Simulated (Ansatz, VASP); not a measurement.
# Cross-check of WSe2 between VASP and Ansatz, part 2 of 2

Wanted: the spread between two codes on one cell, functional and k mesh. The cell is taken from a series of runs on this material, whose earlier steps may have relaxed, scaled, displaced or heated it; both programs get it as it stands.

VASP 6.6.1 and Ansatz 0.2.0.

So far. Step 2 (VASP: single point, HF with an exact-exchange share of …): The run ends at a pressure of -1.94 GPa, with forces up to 1.5 eV/Å.

**3. Ansatz: single point, HF with an exact-exchange share of 1**

Level of this step: Ansatz beside VASP: Kohn-Sham DFT, plane waves, HF (Ansatz).

Ansatz runs on its default PAW (the set named soft_2) files.

The same cell, functional and mesh now go to Ansatz, which takes its cutoff from its data sets.

The input, input.yaml:

```yaml
crystal:
  lattice:
    - [3.29, 0.0, 0.0]
    - [-1.645, 2.8492235785, 0.0]
    - [0.0, 0.0, 12.97]
  atoms:
    - { symbol: W, position: [0.3333333333, 0.6666666667, 0.25] }
    - { symbol: W, position: [0.6666666667, 0.3333333333, 0.75] }
    - { symbol: Se, position: [0.3333333333, 0.6666666667, 0.621] }
    - { symbol: Se, position: [0.6666666667, 0.3333333333, 0.121] }
    - { symbol: Se, position: [0.3333333333, 0.6666666667, 0.879] }
    - { symbol: Se, position: [0.6666666667, 0.3333333333, 0.379] }
kpoints:
  mp_grid: { grid: [6, 6, 2] }
  band_path:
    path:
      - [0.0, 0.0, 0.0]
      - [0.5, 0.0, 0.0]
      - [0.33333333, 0.33333333, 0.0]
      - [0.0, 0.0, 0.5]
      - [0.5, 0.0, 0.5]
      - [0.33333333, 0.33333333, 0.5]
      - [0.1666666667, 0.1666666667, 0.0]
    npoints: 1
hamiltonian:
  xc: hf
scf:
  occupations: { method: fixed }
  n_extra_bands: 6
output:
  eigenvalues: true
```

On the command line:

```sh
ansatz run input.yaml --threads 3 --pin off --max-ram 92160MiB --backend cuda --events-out ev --progress --plain --runs-dir out --devices 1 --max-vram 13GiB
```

Numbers of over 12 decimals in the logs are rounded to 6 here.

Output:

```text
scf.n_extra_bands = 6 over 46 filled bands (N_el = 92.0): the run solves 52 bands
GPUs: using 1 of 1 available (devices: 1).
Engine: ansatz 0.2.0, x86_64-unknown-linux-gnu
Pseudopotentials: kind: paw
Pseudopotential: W, paw, valence charge 14, recommended cutoff 420 eV (normal), W.paw.azcp
Pseudopotential: Se, paw, valence charge 16, recommended cutoff 420 eV (normal), Se.paw.azcp
Functional definition: HF
  exchange = exact_x
  correlation = 0
davidson cushion auto → on  (no smearing: the cushion is to keep the highest requested band from converging to the state above it; pin scf.eigensolver.cushion to override)
device memory: the entry about to start is reckoned to put 2.4 GiB on a device that reports 43.9 GiB free (of which the cap on the GPU budget leaves the run 13.0 GiB)
GPU FFT provider: cuFFT
GPU libraries: cuBLAS 13.8.2, cuFFT 12.4.0, cuSOLVER 12.3.4
Crystal: 6 atoms, lattice volume = 121.580 Å³
Basis set: ecut = 420 eV, 2419 PW (Γ)
Bands: 52, of which v1, the nominal top of the filled ones, is band 46 counted from 1 (45 counted from 0)
Symmetry: 24 space group operations
Space group: P63/mmc (ITA 194), of the structure as read, at distance tolerance 5.0e-5 Å
k-points: 14 of 72
Non-local potential: W, projectors of the file, l = 0: 3, l = 1: 2, l = 2: 2, l = 3: 1
Non-local potential: Se, projectors of the file, l = 0: 2, l = 1: 2, l = 2: 3, l = 3: 1
PAW form: soft (Blöchl's): semilocal exchange-correlation on the pseudo side does not see the compensation charge
PAW frozen core: W, regenerated for the run's functional, and the local potential with it (the file was generated under x = pbe(κ = 0.804, μ = 0.219515), c = pbe(β = 0.066725))
PAW frozen core: Se, regenerated for the run's functional, and the local potential with it (the file was generated under x = pbe(κ = 0.804, μ = 0.219515), c = pbe(β = 0.066725))
PAW one-centre angular grid: W, 590 points (default); XC on 64 Gauss nodes
PAW one-centre angular grid: Se, 590 points (default); XC on 64 Gauss nodes
Initial density: superposition of atomic densities (neutral atoms: chi_scale 0, normalization atom), corrected by the library's trained network
Initial wavefunctions: pseudopotential atomic-orbital guess
GPU buffer pool allocated for 51840 grid points (all kernels)
GPU transforms: local potential and band sums: pruned to the plane-wave sphere, on 24×24×90
Functional: x = pbe(κ = 0.804, μ = 0.219515), c = none, warm-up for x = 0 pbe(κ = 0.804, μ = 0.219515) + 1 exact, c = none
SCF iter   1: F=—  HF=-42220.996780 eV  |F-HF|=—  |Δ(HF+E_count)|=         —  Δρ=2.32e-2  dr2=1.59e0  ethr=1.77e-3  ⟨swp⟩=5.7  Hψ=3054  notcnv=0
preconditioner: auto → none  [insulator: Δε(μ)=0.932 eV  Ē_g=8.252 eV  n_scr=40 (ndim 8)  ℏωp=20.2 eV  f_vac=0.044]
SCF iter   2: F=—  HF=-42221.775947 eV  |F-HF|=—  |Δ(HF+E_count)|=   7.79e-1  Δρ=3.92e-2  dr2=7.47e0  ethr=1.73e-3  ⟨swp⟩=4.1  Hψ=1993  notcnv=0  recentre
iter 3 solved again at ethr=8.72e-5 eV; its pass at ethr=1.73e-3 eV (dr2=8.03e-2 eV) is discarded
SCF iter   3: F=—  HF=-42220.734885 eV  |F-HF|=—  |Δ(HF+E_count)|=    1.04e0  Δρ=7.29e-3  dr2=8.16e-2  ethr=8.72e-5  ⟨swp⟩=2.7  Hψ=3470  notcnv=0
SCF iter   4: F=—  HF=-42220.721443 eV  |F-HF|=—  |Δ(HF+E_count)|=   1.34e-2  Δρ=1.53e-3  dr2=2.17e-3  ethr=8.72e-5  ⟨swp⟩=3.0  Hψ=1797  notcnv=0
SCF iter   5: F=—  HF=-42220.722449 eV  |F-HF|=—  |Δ(HF+E_count)|=   1.01e-3  Δρ=6.89e-4  dr2=8.10e-4  ethr=2.36e-6  ⟨swp⟩=4.0  Hψ=2102  notcnv=0
SCF iter   6: F=-42220.722147 eV  HF=-42220.722198 eV  |F-HF|=5.14e-5  |Δ(HF+E_count)|=   2.51e-4  Δρ=2.32e-4  dr2=7.47e-5  ethr=8.80e-7  ⟨swp⟩=3.0  Hψ=1864  notcnv=0
SCF 1 stopped early in 6 iterations: F = -42220.722147 eV  dr2 = 7.47e-5
  greatest PAW one-centre occupation: 1.000 electrons in one spin orbital (limit 2), on the Se atom at site 5 (counted from 0), in its partial waves of l = 2
device memory: the entry about to start is reckoned to put 3.0 GiB on a device that reports 54.9 GiB free (of which the cap on the GPU budget leaves the run 13.0 GiB)
GPU FFT provider: cuFFT
GPU libraries: cuBLAS 13.8.2, cuFFT 12.4.0, cuSOLVER 12.3.4
Initial density: handed on by an earlier stage of this run
Initial wavefunctions: those handed on with the density
GPU buffer pool allocated for 51840 grid points (all kernels)
GPU transforms: local potential and band sums: pruned to the plane-wave sphere, on 24×24×90
Functional: x = 0 pbe(κ = 0.804, μ = 0.219515) + 1 exact, c = none
[...]
SCF iter   7: F=—  HF=-42233.816952 eV  |F-HF|=—  |Δ(HF+E_count)|=   6.51e-3  Δρ=1.47e-3  dr2=9.33e-3  ethr=8.02e-7  ⟨swp⟩=4.0  Hψ=2430  notcnv=0
SCF iter   8: F=—  HF=-42233.813770 eV  |F-HF|=—  |Δ(HF+E_count)|=   3.18e-3  Δρ=1.73e-3  dr2=1.50e-2  ethr=8.02e-7  ⟨swp⟩=3.9  Hψ=2369  notcnv=0
SCF iter   9: F=-42233.813563 eV  HF=-42233.813787 eV  |F-HF|=2.25e-4  |Δ(HF+E_count)|=   1.71e-5  Δρ=3.51e-4  dr2=1.21e-3  ethr=8.02e-7  ⟨swp⟩=4.0  Hψ=2415  notcnv=0
SCF 2 stopped early in 9 iterations: F = -42233.813563 eV  dr2 = 1.21e-3
  greatest PAW one-centre occupation: 1.000 electrons in one spin orbital (limit 2), on the W atom at site 1 (counted from 0), in its partial waves of l = 1
hybrid outer 1: dexx = +1.851e0 eV, tail = 5.22e-2 eV
GPU FFT provider: cuFFT
GPU libraries: cuBLAS 13.8.2, cuFFT 12.4.0, cuSOLVER 12.3.4
[...]
Frozen-core exchange: fock
[...]
preconditioner: auto → none  [insulator: Δε(μ)=5.960 eV  Ē_g=15.981 eV  n_scr=40 (ndim 8)  ℏωp=20.0 eV  f_vac=0.050]
[...]
SCF iter   3: F=—  HF=-42233.850022 eV  |F-HF|=—  |Δ(HF+E_count)|=   1.10e-4  Δρ=1.65e-4  dr2=2.31e-5  ethr=1.62e-7  ⟨swp⟩=3.9  Hψ=2378  notcnv=0
SCF iter   4: F=—  HF=-42233.850023 eV  |F-HF|=—  |Δ(HF+E_count)|=   1.15e-6  Δρ=7.59e-5  dr2=2.09e-5  ethr=1.67e-8  ⟨swp⟩=3.7  Hψ=2317  notcnv=0
SCF iter   5: F=-42233.850024 eV  HF=-42233.850026 eV  |F-HF|=1.77e-6  |Δ(HF+E_count)|=   2.66e-6  Δρ=3.51e-5  dr2=3.31e-6  ethr=1.44e-8  ⟨swp⟩=3.4  Hψ=1932  notcnv=0
SCF 3 stopped early in 5 iterations: F = -42233.850024 eV  dr2 = 3.31e-6
hybrid outer 2: dexx = +1.435e-3 eV, tail = 2.70e-4 eV, Δε = 5.05e-2 eV (about 9.09e-3 eV left of the loop's levels)
GPU FFT provider: cuFFT
GPU libraries: cuBLAS 13.8.2, cuFFT 12.4.0, cuSOLVER 12.3.4
GPU buffer pool allocated for 51840 grid points (all kernels)
GPU transforms: local potential and band sums: pruned to the plane-wave sphere, on 24×24×90
Exchange kernel: α = 1.0000, full range, Wigner–Seitz truncation, v(0) = 14438.0660 eV·Å³, q-mesh 6×6×2, nearest image of the exchange supercell L = 19.74 Å, pair-density grid 15×15×64, without the augmentation charges, whose exchange is taken in its separable form by FFT convolution over the k-point mesh (sized by the pseudopotential files, 20×20×90 at the most), smooth part of the exact exchange by density-matrix convolution in up to 4.61 GiB of GPU memory as planned if the GPU has room (build and FFT work areas not counted)
Frozen-core exchange: fock
SCF iter   1: F=—  HF=-42233.850284 eV  |F-HF|=—  |Δ(HF+E_count)|=         —  Δρ=5.55e-5  dr2=4.21e-6  ethr=1.47e-6  ⟨swp⟩=2.4  Hψ=1618  notcnv=0
preconditioner: auto → none  [insulator: Δε(μ)=5.958 eV  Ē_g=15.978 eV  n_scr=40 (ndim 8)  ℏωp=20.0 eV  f_vac=0.050]
SCF iter   2: F=—  HF=-42233.850296 eV  |F-HF|=—  |Δ(HF+E_count)|=   1.19e-5  Δρ=4.74e-5  dr2=2.63e-6  ethr=1.99e-9  ⟨swp⟩=4.4  Hψ=3025  notcnv=0
SCF iter   3: F=—  HF=-42233.850299 eV  |F-HF|=—  |Δ(HF+E_count)|=   2.92e-6  Δρ=1.93e-5  dr2=1.55e-6  ethr=1.62e-9  ⟨swp⟩=4.0  Hψ=2232  notcnv=0
SCF iter   4: F=-42233.850299 eV  HF=-42233.850299 eV  |F-HF|=1.34e-7  |Δ(HF+E_count)|=   3.70e-7  Δρ=9.73e-6  dr2=3.01e-7  ethr=9.61e-10  ⟨swp⟩=4.4  Hψ=2061  notcnv=0
SCF 4 stopped early in 4 iterations: F = -42233.850299 eV  dr2 = 3.01e-7
hybrid outer 3: dexx = +2.380e-5 eV, tail = 2.04e-6 eV, Δε = 4.08e-3 eV (about 7.91e-4 eV left of the loop's levels)
GPU FFT provider: cuFFT
GPU libraries: cuBLAS 13.8.2, cuFFT 12.4.0, cuSOLVER 12.3.4
GPU buffer pool allocated for 51840 grid points (all kernels)
GPU transforms: local potential and band sums: pruned to the plane-wave sphere, on 24×24×90
Exchange kernel: α = 1.0000, full range, Wigner–Seitz truncation, v(0) = 14438.0660 eV·Å³, q-mesh 6×6×2, nearest image of the exchange supercell L = 19.74 Å, pair-density grid 15×15×64, without the augmentation charges, whose exchange is taken in its separable form by FFT convolution over the k-point mesh (sized by the pseudopotential files, 20×20×90 at the most), smooth part of the exact exchange by density-matrix convolution in up to 4.61 GiB of GPU memory as planned if the GPU has room (build and FFT work areas not counted)
Frozen-core exchange: fock
SCF iter   1: F=—  HF=-42233.850302 eV  |F-HF|=—  |Δ(HF+E_count)|=         —  Δρ=1.08e-5  dr2=2.27e-7  ethr=1.11e-8  ⟨swp⟩=3.2  Hψ=1649  notcnv=0
preconditioner: auto → none  [insulator: Δε(μ)=5.956 eV  Ē_g=15.978 eV  n_scr=40 (ndim 8)  ℏωp=20.0 eV  f_vac=0.050]
SCF iter   2: F=—  HF=-42233.850302 eV  |F-HF|=—  |Δ(HF+E_count)|=   1.65e-7  Δρ=7.77e-6  dr2=1.03e-7  ethr=1.65e-10  ⟨swp⟩=4.4  Hψ=2619  notcnv=0
SCF iter   3: F=-42233.850302 eV  HF=-42233.850302 eV  |F-HF|=2.20e-8  |Δ(HF+E_count)|=   1.02e-7  Δρ=4.88e-6  dr2=4.55e-8  ethr=4.25e-11  ⟨swp⟩=4.4  Hψ=2248  notcnv=0
SCF 5 converged in 3 iterations: F = -42233.850302 eV  dr2 = 4.55e-8
hybrid outer 4: dexx = +5.922e-7 eV, tail = 1.23e-7 eV, Δε = 5.89e-4 eV (about 2.29e-4 eV left of the loop's levels)
device memory: the entry about to start is reckoned to put 0.9 GiB on a device that reports 50.2 GiB free (of which the cap on the GPU budget leaves the run 13.0 GiB)
NSCF: frozen V_eff on 7 k-points
hybrid SCF converged: 4 outer / 21 inner (+6 warm-up), last move |dexx| = 5.92e-7 eV, tail = 1.23e-7 eV
Stability not checked: this state was not tested for a lower state beside it, because the functional holds exact exchange (a hybrid, or Hartree-Fock), whose exchange loop this test does not read (fock_operator; see scf.lower_state_search)
Free energy (F): -42233.850302 eV
Frozen-core exchange: fock
Harris-Foulkes:  -42233.850302 eV  (|F-HF|=2.20e-8)
Internal energy: -42233.850302 eV  (E = F + TS)
E sigma→0 (E₀):  -42233.850302 eV
Fermi energy:    11.657425 eV
--- Per-component energies (eV) ---
  E_band       = -2707.579844
  E_kinetic    = 1355.322525
  E_local      = -11334.444494  (includes V_loc(G=0)·N_el)
  E_nonlocal   = -2405.849014
  E_hartree    = 5461.838176
  E_xc         = 0.000000
  E_vxc        = 0.000000  (∫ρ·V_xc dr)
  E_exx        = -1574.259272  (= α·E_x^exact, valence–valence)
  E_paw        = -23704.435845  (= ΣΔE_a)
  E_vpaw       = 1902.233118  (= ΣTr[D̂ρ^β])
  E_aug_tail   = -0.002519  (compensation charges beyond the density's cutoff)
  E_ewald      = -9994.845457
  E_core_change = -37.174403  (= ΣΔE_core)
  E_smearing   = -0.000000  (= −TS)
  E_closure    = -0.000000  (closes the sum)
  Σ components = -42233.850302   (vs F -42233.850302, Δ=-7.28e-12)
--- Band table (eV; the first three rows and the last of 14) ---
  k-point 0: bands = [... 42 lower, 9.4264, 9.4445, 9.9779, 11.6326, 19.9222, 19.9222, 20.0484, 20.0484, ... 2 higher]
  k-point 1: bands = [... 42 lower, 9.3788, 9.3788, 11.1952, 11.1952, 19.9935, 19.9935, 19.9935, 19.9935, ... 2 higher]
  k-point 2: bands = [... 42 lower, 8.6344, 9.5243, 9.9477, 10.6646, 18.6487, 19.2838, 19.3891, 19.6500, ... 2 higher]
  k-point 13: bands = [... 42 lower, 7.2012, 7.2012, 11.4771, 11.4771, 17.6126, 17.6126, 19.8050, 19.8050, ... 2 higher]
```

In the SCF lines HF is the Harris–Foulkes energy and dr2 the Hartree energy of the density residual, in eV; the loop may stop once dr2 is under the threshold and the program's other checks hold. Hψ counts applications of the Hamiltonian.

**4. Differences**

Known differences besides the potentials themselves: exact exchange at q = 0 is treated differently, which shows on coarse meshes; VASP keeps PBE cores, Ansatz makes them for the functional; fixed occupations in Ansatz, narrow Gaussian smearing in VASP; the data sets hold 92 valence electrons in Ansatz (on its default PAW (the set named soft_2) files) and 36 in VASP; the cutoff is 420 eV in Ansatz and 400 eV in VASP; VASP takes a coarser grid for exact exchange (PRECFOCK = Fast). Total energies have different zeros and are not compared.

Compared:

```tsv
quantity	Ansatz	VASP	difference
gap on the k mesh (eV)	5.955	5.994	-0.039
```

A gap on the mesh is an upper bound, since the band edges may lie between its points; neither run holds spin-orbit coupling, which can move the band edges of a compound of W.

**5. What came out**

| Item | Value |
| --- | --- |
| difference in gap on the k mesh (single point, HF with an exact-exchange share of 1) | -0.039 eV |

In words: The difference in gap on the k mesh is -0.039 eV (single point, HF with an exact-exchange share of 1), within the 0.08 eV picked in this series as the mark of a large difference. The data sets hold unlike numbers of valence electrons (92 in Ansatz and 36 in VASP), so part of the differences comes from the potentials. Such differences can come from data sets, numerical settings and the points named under the comparisons, not from the functional's error against experiment.

[Lines on the potential files, build, host, timing and source positions are cut from VASP's logs without a mark.]

[Logs are printed without paths, hosts, clocks, repeated set-up lines and the standing remarks that a program may print on its own settings, such as how far it seeks lower states.]

[Hosts, paths, dates, database ids (printed as entryN), source tags and the programs' standing remarks are cut or masked in the printed files.]
